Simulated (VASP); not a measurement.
Runs of VASP 6.6.1 on NiO. The structure is cubic, space group Fm-3m (No. 225). Conventional cell: a = 4.172 Å, b = 4.172 Å, c = 4.172 Å, α = 90.00°, β = 90.00°, γ = 90.00°. Ni (site symmetry m-3m) is surrounded by 6 O at 2.09 Å. O (site symmetry m-3m) is surrounded by 6 Ni at 2.09 Å. 

| task | level | potentials or basis | cell | cutoff (eV) | gap on the mesh (eV) | pressure (GPa) | moment (μB) |
| --- | --- | --- | --- | --- | --- | --- | --- |
| relaxation of cell and atoms | PBE+U | VASP PAW PBE potentials, release 64 (Ni, O) | relaxed | 600 | 2.55 | 0.0 | 2.00 |
| band structure | LDA+U | VASP PAW LDA potentials, release 64 (Ni, O) | Fm-3m, 9.23 Å³/atom | 520 | (b) | -18.4 | 2.00 |
| band structure | r2SCAN+U | VASP PAW PBE potentials, release 64 (Ni, O) | Fm-3m, 9.23 Å³/atom | 520 | 3.32 | -5.0 | 2.00 |
| band structure | PBE+U | VASP PAW PBE potentials, release 64 (Ni, O) | Fm-3m, 9.23 Å³/atom | 520 | 2.55 | (a) | 2.00 |

Alike in all rows: spin collinear, ferromagnetic start; Ni d U = 6.2 eV; k mesh 12 × 12 × 12; smearing gaussian 0.03 eV.

Problem. Fill in the values left out.

Solution. (a) 0.3; (b) 1.82.

Caveats: a cell with one magnetic atom can't hold antiferromagnetic order, which such compounds often take; the PAW data sets were made with another functional, which shifts forces and pressure a little (some runs).

A k mesh can miss the band edges.
